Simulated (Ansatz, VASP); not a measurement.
## Cross-check of Cu between VASP and Ansatz

Wanted: the spread between two codes on one cell, functional and k mesh. Of the first pair: The structure shown is the start of the Ansatz relaxation below; VASP solves that cell, so the two are compared at the walk's first step.

Calculated with Ansatz 0.2.0; plane waves, with VASP 6.6.1 beside it; single point at PBEsol.

**1. The structure**

The cell holds 6 atoms: 6 Cu. Its edges and angles: a = 2.556 Å, b = 2.556 Å, c = 24.436 Å, α = 90.0°, β = 90.0°, γ = 60.0°. It derives from Cu. As first built, before any earlier steps moved the atoms (in the runner's words): stoichiometric True; symmetric True; series ['metal Cu111', 6, 'layers']. Vacuum lies along c.

**2. Ansatz: relaxation, PBEsol**

Ansatz runs on its PAW soft_1 files.

The two programs are compared at the cell with which this relaxation starts, whose forces are those of its first step.

File input.yaml:

```yaml
crystal:
  lattice:
    - [2.556191014, 0.0, 0.0]
    - [1.278095507, 2.213726355, 0.0]
    - [0.0, 0.0, 24.4356061156]
  atoms:
    - { symbol: Cu, position: [0.0, 0.0, 0.713532786] }
    - { symbol: Cu, position: [0.666666667, 0.666666667, 0.628119672] }
    - { symbol: Cu, position: [0.333333333, 0.333333333, 0.542706557] }
    - { symbol: Cu, position: [0.0, 0.0, 0.457293443] }
    - { symbol: Cu, position: [0.666666667, 0.666666667, 0.371880328] }
    - { symbol: Cu, position: [0.333333333, 0.333333333, 0.286467214] }
kpoints:
  mp_grid: { grid: [12, 12, 1] }
scf:
  occupations: { method: fermi_dirac, width: 0.05 }
  n_extra_bands: 8
hamiltonian:
  xc: pbesol
  pseudopotentials: { kind: paw, azcp: { folder: soft_1 }, xc_functional: pbe }
output:
  forces: true
  write_potential: true
  volumetric_format: []
relax:
  f_tol: 0.03
  max_steps: 45
  constraints: [{ sites: [2, 3] }]
```

Started as:

```console
> ansatz run input.yaml --threads 4 --pin off --max-ram 11264MiB --backend cpu --events-out ev --progress --plain --runs-dir out
```

Numbers of over 12 decimals in the logs are rounded to 6 here.

The log of the run:

```text
scf.n_extra_bands = 8 over 57 filled bands (N_el = 114.0): the run solves 65 bands
Engine: ansatz 0.2.0, aarch64-unknown-linux-gnu
Pseudopotentials: kind: paw
Pseudopotential: Cu, paw, valence charge 19, recommended cutoff 420 eV (normal), soft_1/Cu.paw.azcp
Functional definition: PBEsol
  exchange = pbesol_x
  correlation = pbesol_c
Crystal: 6 atoms, lattice volume = 138.274 Å³
Basis set: ecut = 420 eV, 2775 PW (Γ), exchange–correlation on 36×36×360 points (8 copies of the dense FFT grid, shifted against one another)
Bands: 65, of which v1, the nominal top of the filled ones, is band 57 counted from 1 (56 counted from 0)
Symmetry: 12 space group operations
Space group: P-3m1 (ITA 164), of the structure as read, at distance tolerance 5.2e-5 Å
k-points: 19 of 144
Non-local potential: Cu, projectors of the file, l = 0: 3, l = 1: 2, l = 2: 3, l = 3: 1
PAW form: soft (Blöchl's): semilocal exchange-correlation on the pseudo side does not see the compensation charge
PAW frozen core: Cu, regenerated for the run's functional, and the local potential with it (the file was generated under x = pbe(κ = 0.804, μ = 0.219515), c = pbe(β = 0.066725))
PAW one-centre angular grid: Cu, 590 points (default); XC on 64 Gauss nodes
Initial density: superposition of atomic densities (neutral atoms: chi_scale 0, normalization atom)
Initial wavefunctions: pseudopotential atomic-orbital guess
Functional: x = pbesol(κ = 0.804, μ = 0.123457), c = pbesol(β = 0.046)
SCF iter   1: F=—  HF=-39537.547285 eV  |F-HF|=—  |Δ(HF+E_count)|=         —  Δρ=2.05e-1  dr2=3.48e1  ethr=3.10e-3  ⟨swp⟩=7.3  Hψ=4771  notcnv=0  defer=3
preconditioner: auto → LDOS  [metal: Δε(μ)=0.051 eV  Ē_g=6.582 eV  σ=0.050 eV  W_gap=0.25  n_scr=20 (ndim 8)  ℏωp=25.7 eV  f_vac=0.459  D(μ)=3.86/eV (n_scr^D=16)  β→1.0]
SCF iter   2: F=—  HF=-39569.008841 eV  |F-HF|=—  |Δ(HF+E_count)|=    3.15e1  Δρ=3.86e-1  dr2=1.12e2  ethr=3.10e-3  ⟨swp⟩=4.0  Hψ=4271  notcnv=0  defer=27  recentre
SCF iter   3: F=—  HF=-39531.834507 eV  |F-HF|=—  |Δ(HF+E_count)|=    3.72e1  Δρ=5.10e-2  dr2=2.37e0  ethr=3.10e-3  ⟨swp⟩=4.0  Hψ=3448  notcnv=0  defer=32
SCF iter   4: F=—  HF=-39531.463281 eV  |F-HF|=—  |Δ(HF+E_count)|=   3.71e-1  Δρ=1.61e-2  dr2=2.25e-1  ethr=2.08e-3  ⟨swp⟩=2.0  Hψ=2145  notcnv=0  defer=30
SCF iter   5: F=—  HF=-39531.420823 eV  |F-HF|=—  |Δ(HF+E_count)|=   4.25e-2  Δρ=6.98e-3  dr2=8.61e-2  ethr=1.97e-4  ⟨swp⟩=2.3  Hψ=2127  notcnv=0  defer=30
SCF iter   6: F=—  HF=-39531.421884 eV  |F-HF|=—  |Δ(HF+E_count)|=   1.06e-3  Δρ=3.19e-3  dr2=2.31e-2  ethr=7.55e-5  ⟨swp⟩=2.3  Hψ=1822  notcnv=0  defer=30
SCF iter   7: F=—  HF=-39531.421134 eV  |F-HF|=—  |Δ(HF+E_count)|=   7.50e-4  Δρ=1.31e-3  dr2=5.13e-3  ethr=2.03e-5  ⟨swp⟩=1.8  Hψ=1589  notcnv=0  defer=30
SCF iter   8: F=—  HF=-39531.420989 eV  |F-HF|=—  |Δ(HF+E_count)|=   1.45e-4  Δρ=6.60e-4  dr2=9.01e-4  ethr=4.50e-6  ⟨swp⟩=1.6  Hψ=1359  notcnv=0  defer=30
SCF iter   9: F=—  HF=-39531.421154 eV  |F-HF|=—  |Δ(HF+E_count)|=   1.65e-4  Δρ=1.50e-4  dr2=4.49e-5  ethr=7.90e-7  ⟨swp⟩=2.3  Hψ=1721  notcnv=0  defer=30
SCF iter  10: F=-39531.421158 eV  HF=-39531.421161 eV  |F-HF|=3.44e-6  |Δ(HF+E_count)|=   6.67e-6  Δρ=5.70e-5  dr2=4.18e-6  ethr=1.97e-8  ⟨swp⟩=11.9  Hψ=11650  notcnv=0
SCF 1 converged in 10 iterations: F = -39531.421158 eV  dr2 = 4.18e-6
  greatest PAW one-centre occupation: 1.000 electrons in one spin orbital (limit 2), on the Cu atom at site 5 (counted from 0), in its partial waves of l = 0
relax step   1: F+E_penalty+E_count = -39531.42115758 eV  Δ(F+E_penalty+E_count) = +0.000e0 eV  max|allowed force component| = 3.261e-1 eV/Å  Δτ_max = 0.0000 Å  (10 SCF iters, dr2 threshold 2.25e-5 eV, accepted)
[...]
relax step   3: F+E_penalty+E_count = -39531.47098687 eV  Δ(F+E_penalty+E_count) = -1.678e-2 eV  max|allowed force component| = 2.658e-2 eV/Å  Δτ_max = 0.0946 Å  (9 SCF iters, dr2 threshold 2.66e-6 eV, accepted)
[...]
relax step   4: F+E_penalty+E_count = -39531.47098721 eV  Δ(F+E_penalty+E_count) = -3.382e-7 eV  max|allowed force component| = 2.665e-2 eV/Å  Δτ_max = 0.0000 Å  (4 SCF iters, accepted)
NSCF: frozen V_eff on 19 k-points
the band table was solved once a step of the walk had ended and its energy, with any forces and stress, was formed, with the checks that follow a solve (5824 applications of the Hamiltonian). They found nothing against the state; the energy, forces and stress were not computed again (output.eigenvalues in the input reference)
WARN: The output density's exchange-correlation potential varies sharply where the density is thin. Do not read a vacuum level from v_tot or v_xc, or from such a field of the output density. On a cell that repeats whose density bears no net charge and no dipole along the vacuum's axis use v_es (v_loc + v_h of the components); under efield.dipole_correction with no amplitude use v_es + v_field, which holds any externa [...]
SCF converged after 4 iterations
Free energy (F): -39531.470987 eV
Harris-Foulkes:  -39531.470987 eV  (|F-HF|=4.66e-8)
Internal energy: -39531.450098 eV  (E = F + TS)
E sigma→0 (E₀):  -39531.460543 eV
Entropy (-TS):   -0.020889 eV (-3.481 meV/atom)
Fermi energy:    5.991092 eV
--- Per-component energies (eV) ---
  E_band       = -3372.104273
  E_kinetic    = 1573.347043
  E_local      = -244414.203605  (includes V_loc(G=0)·N_el)
  E_nonlocal   = 5351.232500
  E_hartree    = 119546.640383
  E_xc         = -410.771299
  E_vxc        = -532.334697  (∫ρ·V_xc dr)
  E_paw        = -10674.567551  (= ΣΔE_a)
  E_vpaw       = -4443.411147  (= ΣTr[D̂ρ^β])
  E_aug_tail   = 0.005546  (compensation charges beyond the density's cutoff)
  E_ewald      = 89495.629667
  E_core_change = 1.237216  (= ΣΔE_core)
  E_smearing   = -0.020889  (= −TS)
  E_closure    = -0.000000  (closes the sum)
  Σ components = -39531.470987   (vs F -39531.470987, Δ=0.00e0)
--- Forces (eV/Å), atoms counted from 1 ---
  atom   1  Cu     0.00000000    -0.00000000     0.02664581
  atom   2  Cu     0.00000000     0.00000000    -0.01004787
  atom   3  Cu     0.00000000     0.00000000    -0.28232583
  atom   4  Cu     0.00000000    -0.00000000     0.28232583
  atom   5  Cu     0.00000000     0.00000000     0.01004787
  atom   6  Cu    -0.00000000     0.00000000    -0.02664581
  max |Σ_I F_I| component: 3.12e-17 eV/Å
--- Band table (eV; the first three rows and the last of 19) ---
  k-point 0: bands = [... 53 lower, 4.0926, 4.0926, 4.3294, 4.3294, 4.4082, 4.4082, 5.1525, 5.6763, ... 4 higher]
  k-point 1: bands = [... 53 lower, 4.0456, 4.0975, 4.1575, 4.3329, 4.4139, 4.5492, 5.6407, 6.2723, ... 4 higher]
  k-point 2: bands = [... 53 lower, 3.9632, 4.1065, 4.3414, 4.4010, 4.4286, 5.1807, 6.5331, 7.4579, ... 4 higher]
  k-point 18: bands = [... 53 lower, 4.3402, 9.2138, 9.2138, 9.2266, 9.5662, 9.5662, 10.1277, 10.3265, ... 4 higher]
--- Relaxed structure (4 steps of the walk, 4 accepted, 0 SCFs on fresh bases) ---
  F+E_penalty+E_count = -39531.47098721 eV   max|allowed force component| = 2.665e-2 eV/Å
  atoms:
    - { symbol: Cu, position: [0, 0, 0.707015] }
    - { symbol: Cu, position: [0.666667, 0.666667, 0.625203] }
    - { symbol: Cu, position: [0.333333, 0.333333, 0.542706557] }
    - { symbol: Cu, position: [0.0, 0.0, 0.457293] }
    - { symbol: Cu, position: [0.666667, 0.666667, 0.374797] }
    - { symbol: Cu, position: [0.333333, 0.333333, 0.292985] }
```

The column dr2 measures how far the density is from self-consistency, as an energy; F and HF (Harris–Foulkes) agree once it is small.

**3. VASP: single point, PBEsol, start cell, pair 1**

The same cell, functional, mesh and smearing now go to VASP, with its own data sets.

Lines of VASP's logs that name or quote its potential files are left out, and so is its time.

File INCAR:

```
SYSTEM = Cu
PREC = Accurate
ENCUT = 520
EDIFF = 1E-06
NELM = 120
ISMEAR = -1
SIGMA = 0.05
LREAL = .FALSE.
ALGO = Normal
GGA = PS
NBANDS = 40
LASPH = .TRUE.
LORBIT = 11
LWAVE = .FALSE.
LCHARG = .FALSE.
ISIF = 2
GGA_COMPAT = .FALSE.
KPAR = 2
```

File POSCAR:

```
Cu
1.0
    2.5561910140      0.0000000000      0.0000000000
    1.2780955070      2.2137263550      0.0000000000
    0.0000000000      0.0000000000     24.4356061156
Cu
6
Direct
    0.0000002414      0.0000002414      0.7135327815
    0.6666669081      0.6666669081      0.6281196762
    0.3333335748      0.3333335748      0.5427065708
    0.0000002414      0.0000002414      0.4572934244
    0.6666669081      0.6666669081      0.3718803191
    0.3333335748      0.3333335748      0.2864672137
```

File KPOINTS:

```
Automatic mesh
0
Gamma
12 12 1
0 0 0
```

The projector-augmented-wave data sets are Cu (PBE family, release 64).

Started as:

```console
> mpirun -np 2 vasp_std
```

The log of the run:

```text
[banner, memory and clock lines left out]
running    2 mpi-ranks, on    1 nodes
 distrk:  each k-point on    1 cores,    2 groups
 distr:  one band on    1 cores,    1 groups

 POSCAR found type information on POSCAR Cu
 POSCAR found :  1 types and       6 ions
|                                                                             |
|               ----> ADVICE to this user running VASP <----                  |
|                                                                             |
|     You enforced a specific xc type in the INCAR file but a different       |
|     [... a line on the potential file left out ...]
|     I HOPE YOU KNOW WHAT YOU ARE DOING!                                     |
|                                                                             |

 LDA part: xc-table for (Slater+PW92), standard interpolation
 POSCAR, INCAR and KPOINTS ok, starting setup
 FFT: planning ... GRIDC
 FFT: planning ... GRID_SOFT
 FFT: planning ... GRID
 WAVECAR not read
 entering main loop
       N       E                     dE             d eps       ncg     rms          rms(c)
DAV:   1     0.578905166870E+03    0.57891E+03   -0.29666E+04  1520   0.239E+03
DAV:   2     0.338239114539E+02   -0.54508E+03   -0.52883E+03  1520   0.441E+02
DAV:   3    -0.287471021833E+02   -0.62571E+02   -0.57550E+02  1600   0.204E+02
DAV:   4    -0.307019901308E+02   -0.19549E+01   -0.19427E+01  1760   0.469E+01
DAV:   5    -0.307513165787E+02   -0.49326E-01   -0.49312E-01  1784   0.588E+00    0.202E+01
DAV:   6    -0.276481082533E+02    0.31032E+01   -0.74058E+01  1744   0.144E+02    0.114E+01
DAV:   7    -0.246908553470E+02    0.29573E+01   -0.14702E+01  1768   0.620E+01    0.113E+00
DAV:   8    -0.247354212150E+02   -0.44566E-01   -0.96311E-01  2168   0.425E+01    0.206E+00
DAV:   9    -0.246608034974E+02    0.74618E-01   -0.34088E-01  2376   0.223E+01    0.108E+00
DAV:  10    -0.246414552627E+02    0.19348E-01   -0.82381E-02  2624   0.844E+00    0.376E-01
DAV:  11    -0.246402247238E+02    0.12305E-02   -0.21861E-02  2032   0.487E+00    0.184E-01
DAV:  12    -0.246399548502E+02    0.26987E-03   -0.62495E-03  1736   0.286E+00    0.131E-01
DAV:  13    -0.246399172539E+02    0.37596E-04   -0.48092E-03  1752   0.147E+00    0.117E-01
DAV:  14    -0.246396893947E+02    0.22786E-03   -0.65156E-04  1808   0.442E-01    0.448E-02
DAV:  15    -0.246396006152E+02    0.88780E-04   -0.53971E-04  1896   0.303E-01    0.404E-02
DAV:  16    -0.246395244800E+02    0.76135E-04   -0.16481E-04  1792   0.367E-01    0.156E-02
DAV:  17    -0.246395479304E+02   -0.23450E-04   -0.68545E-05  1640   0.194E-01    0.897E-03
DAV:  18    -0.246395860289E+02   -0.38098E-04   -0.20778E-05  1888   0.108E-01    0.804E-03
DAV:  19    -0.246396307449E+02   -0.44716E-04   -0.11143E-05  1720   0.866E-02    0.673E-03
DAV:  20    -0.246396512674E+02   -0.20523E-04   -0.39736E-06  1304   0.607E-02    0.201E-03
DAV:  21    -0.246396752512E+02   -0.23984E-04   -0.25010E-06  1112   0.338E-02    0.399E-03
DAV:  22    -0.246396829959E+02   -0.77447E-05   -0.23520E-06  1200   0.353E-02    0.115E-03
DAV:  23    -0.246396849041E+02   -0.19083E-05   -0.28471E-07  1040   0.102E-02    0.752E-04
DAV:  24    -0.246396856161E+02   -0.71196E-06   -0.12895E-07   968   0.485E-03
   1 F= -.24639686E+02 E0= -.24627513E+02  d E =-.243445E-01
```

OUTCAR, selected parts (step 3):

```text
ion  position               nearest neighbor table
   1  0.000  0.000  0.714-   2 2.56   2 2.56   2 2.56
   2  0.667  0.667  0.628-   1 2.56   1 2.56   1 2.56   3 2.56   3 2.56   3 2.56
   3  0.333  0.333  0.543-   2 2.56   2 2.56   2 2.56   4 2.56   4 2.56   4 2.56
   4  0.000  0.000  0.457-   5 2.56   5 2.56   5 2.56   3 2.56   3 2.56   3 2.56
   5  0.667  0.667  0.372-   4 2.56   4 2.56   4 2.56   6 2.56   6 2.56   6 2.56
   6  0.333  0.333  0.286-   5 2.56   5 2.56   5 2.56

  LATTYP: Found a hexagonal cell.
 ALAT       =     2.5561910140
 C/A-ratio  =     9.5593819015

 Subroutine GETGRP returns: Found 12 space group operations
 (whereof  6 operations were pure point group operations)

The static configuration has the point symmetry C_3v.
 The point group associated with its full space group is D_3d.

 Found     19 irreducible k-points:

   k-points           NKPTS =     19   k-points in BZ     NKDIM =     19   number of bands    NBANDS=     40

   dimension x,y,z NGX =    20 NGY =   20 NGZ =  192
   dimension x,y,z NGXF=    40 NGYF=   40 NGZF=  384

   ENCUT  =  520.0 eV  38.22 Ry    6.18 a.u.   4.75  4.75 45.43*2*pi/ulx,y,z

   NELECT =      66.0000    total number of electrons

 k-points in reciprocal lattice and weights: Automatic mesh
   0.00000000  0.00000000  0.00000000       0.007
   0.08333333  0.00000000  0.00000000       0.042
   0.16666667  0.00000000  0.00000000       0.042
   0.25000000  0.00000000  0.00000000       0.042
   0.33333333 -0.00000000  0.00000000       0.042
   0.41666667 -0.00000000  0.00000000       0.042
   0.50000000  0.00000000  0.00000000       0.021
   0.16666667  0.08333333  0.00000000       0.042
   0.25000000  0.08333333  0.00000000       0.083
[...]
-0.41666667  0.25000000  0.00000000       0.083
  -0.33333333  0.33333333  0.00000000       0.014

 average (electrostatic) potential at core
       1 -69.2605       2 -69.4715       3 -69.4635       4 -69.4635       5 -69.4715
       6 -69.2605

 E-fermi :   1.5280

 k-point     1 :       0.0000    0.0000    0.0000
  band No.  band energies     occupation
    ...
     33      -0.1860      2.00000
     34      -0.1172      2.00000
     35      -0.1172      2.00000
     36       0.5978      2.00000
     37       1.0938      1.99966
     38       5.7723      0.00000
     39       5.9118      0.00000
     40       7.0740      0.00000

 k-point     2 :       0.0833    0.0000    0.0000
  band No.  band energies     occupation
    ...
     32      -0.3475      2.00000
     33      -0.1848      2.00000
     34      -0.1129      2.00000
     35       0.0478      2.00000
     36       1.0669      1.99980
     37       1.6777      0.09536
     38       5.9189      0.00000
     39       6.1201      0.00000
     40       7.2573      0.00000

 k-point     3 :       0.1667    0.0000    0.0000
  band No.  band energies     occupation
    ...
     31      -0.3602      2.00000
     32      -0.1827      2.00000
     33      -0.1108      2.00000
     34      -0.1019      2.00000
     35       0.6339      2.00000
     36       1.9259      0.00070
     37       2.8434      0.00000
     38       6.3629      0.00000
     39       6.7448      0.00000
     40       7.8309      0.00000

  Total       -3.5257014     -3.5257014     -3.0443821      0.0000000      0.0000000      0.0000000
  in kB      -40.8522286    -40.8522286    -35.2751916      0.0000000      0.0000000      0.0000000
  external PRESSURE =     -38.9932163 kB  Pullay stress =       0.0000000 kB

  energy-cutoff  :      520.00
  volume of cell :      138.27
      direct lattice vectors                 reciprocal lattice vectors
     2.556191014  0.000000000  0.000000000     0.391207071 -0.225863508  0.000000000
     1.278095507  2.213726355  0.000000000     0.000000000  0.451727016  0.000000000
     0.000000000  0.000000000 24.435606116     0.000000000  0.000000000  0.040923888

 POSITION                                       TOTAL-FORCE (eV/Angst)
 -----------------------------------------------------------------------------------
      0.00000      0.00000     17.43561        -0.000000     -0.000000     -0.303301
      2.55619      1.47582     15.34849         0.000000      0.000000      0.025485
      1.27810      0.73791     13.26136        -0.000000     -0.000000      0.005578
      0.00000      0.00000     11.17424         0.000000      0.000000     -0.005578
      2.55619      1.47582      9.08712         0.000000     -0.000000     -0.025485
      1.27810      0.73791      7.00000         0.000000      0.000000      0.303301
 -----------------------------------------------------------------------------------
    total drift:                               -0.000700     -0.000404      0.000183

  FREE ENERGIE OF THE ION-ELECTRON SYSTEM (eV)
  ---------------------------------------------------
  free  energy   TOTEN  =       -24.6396856161 eV

  energy  without entropy=      -24.6153411204  energy(sigma->0) =      -24.62751337

 total charge
# of ion       s       p       d       tot
------------------------------------------
    1        0.453   0.293   9.182   9.928
    2        0.449   0.379   9.173  10.001
    3        0.449   0.386   9.167  10.002
    4        0.449   0.386   9.167  10.002
    5        0.449   0.379   9.173  10.001
    6        0.453   0.293   9.182   9.928
--------------------------------------------------
tot          2.702   2.116  55.045  59.863

[... 3 further parts left out ...]
```

**4. Side by side**

Known differences besides the potentials themselves: the data sets hold 114 valence electrons in Ansatz (on its PAW soft_1 files) and 66 in VASP; the cutoff is 420 eV in Ansatz and 520 eV in VASP; Ansatz makes its cores anew for this functional, VASP keeps those of its PBE data sets. Total energies have different zeros and are not compared.

Forces (eV/Å; atoms numbered as in POSCAR):

```tsv
atom	Ansatz x, y, z	VASP x, y, z
Cu1	0.000, 0.000, -0.326	0.000, 0.000, -0.303
Cu2	0.000, 0.000, 0.021	0.000, 0.000, 0.025
Cu3	0.000, 0.000, 0.005	0.000, 0.000, 0.006
Cu4	0.000, 0.000, -0.005	0.000, 0.000, -0.006
Cu5	0.000, 0.000, -0.021	0.000, 0.000, -0.025
Cu6	0.000, 0.000, 0.326	0.000, 0.000, 0.303
```

The forces differ by 7.7 meV/Å r.m.s., which is 7.6 % of the r.m.s. force of 0.101 eV/Å (both taken over all components). With vacuum in the cell, a pressure given here is an average over mostly empty space and none of the material.

**5. Ansatz: relaxation, PBEsol**

This run makes the geometry at which the two programs are then compared.

The structure compared here is the end of the Ansatz relaxation.

input.yaml is that of step 2.

Started as:

```console
> ansatz run input.yaml --threads 4 --pin off --max-ram 11264MiB --backend cpu --events-out ev --progress --plain --runs-dir out
```

The log of the run:

```text
[...]
Crystal: 6 atoms, lattice volume = 138.274 Å³
Basis set: ecut = 420 eV, 2775 PW (Γ), exchange–correlation on 36×36×360 points (8 copies of the dense FFT grid, shifted against one another)
Bands: 65, of which v1, the nominal top of the filled ones, is band 57 counted from 1 (56 counted from 0)
Symmetry: 12 space group operations
[...]
k-points: 19 of 144
[...]
--- Relaxed structure (4 steps of the walk, 4 accepted, 0 SCFs on fresh bases) ---
  F+E_penalty+E_count = -39531.47098721 eV   max|allowed force component| = 2.665e-2 eV/Å
  atoms:
    - { symbol: Cu, position: [0, 0, 0.707015] }
    - { symbol: Cu, position: [0.666667, 0.666667, 0.625203] }
    - { symbol: Cu, position: [0.333333, 0.333333, 0.542706557] }
    - { symbol: Cu, position: [0.0, 0.0, 0.457293] }
    - { symbol: Cu, position: [0.666667, 0.666667, 0.374797] }
    - { symbol: Cu, position: [0.333333, 0.333333, 0.292985] }
[key lines of the parts left out:]
SCF converged after 4 iterations
Free energy (F): -39531.470987 eV
Fermi energy:    5.991092 eV
```

[end of part 1 of 2]

[Lines on the potential files, build, host, timing and source positions are cut from VASP's logs without a mark.]

[Logs are printed without paths, hosts, clocks, repeated set-up lines and the standing remarks that a program may print on its own settings, such as how far it seeks lower states.]

[Hosts, paths, dates, database ids (printed as entryN), source tags and the programs' standing remarks are cut or masked in the printed files.]
